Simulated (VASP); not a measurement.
Data:

```
Ir
1.0
    2.72374     0.00000     0.00000
    0.00000     2.72374     0.00000
    0.00000     0.00000    26.60250
Ir
6
Direct
  0.00000   0.50000   0.31900
  0.50000   0.00000   0.39140
  0.00000   0.50000   0.46380
  0.50000   0.00000   0.53620
  0.00000   0.50000   0.60860
  0.50000   0.00000   0.68100
```

Level of theory: r2SCAN meta-GGA, VASP's PBE PAW potentials (set 64) (plane waves; VASP). Settings: PREC = Normal, EDIFF = 1E-5, 400 eV cut-off, 10×10×1 Γ-centred mesh, first-order Methfessel-Paxton smearing of 0.10 eV, potentials Ir.

Question: The ions are relaxed. Predict the relaxed structure.

Answer: 
```
Ir
1.0
    2.72374     0.00000     0.00000
    0.00000     2.72374     0.00000
    0.00000     0.00000    26.60250
Ir
6
Cartesian
  0.00000   1.36187   8.56856
  1.36187   2.72374  10.39272
  0.00000   1.36187  12.33072
  1.36187   0.00000  14.27178
  0.00000   1.36187  16.20978
  1.36187   0.00000  18.03394
```

Question: How much energy does the relaxation gain?

Answer: The energy (σ→0) changes by -18.1 meV/atom, in 9 ionic steps.

| step | E(σ→0) (eV) | max force (eV/Å) | pressure (GPa) | volume (Å³) |
|---|---|---|---|---|
| 1 | -311.2793 | 1.082 | -0.05 | 197.36 |
| 2 | -311.3755 | 0.178 | -3.20 | 197.36 |
| 3 | -311.3755 | 0.171 | -3.23 | 197.36 |
| 4 | -311.3803 | 0.128 | -2.94 | 197.36 |
| 5 | -311.3813 | 0.195 | -2.74 | 197.36 |
| 6 | -311.3853 | 0.131 | -2.49 | 197.36 |
| 7 | -311.3877 | 0.053 | -2.22 | 197.36 |
| 8 | -311.3881 | 0.039 | -2.08 | 197.36 |
| 9 | -311.3879 | 0.021 | -2.00 | 197.36 |

The cell is a thin slab with vacuum, built from Ir (fcc): (100) face.
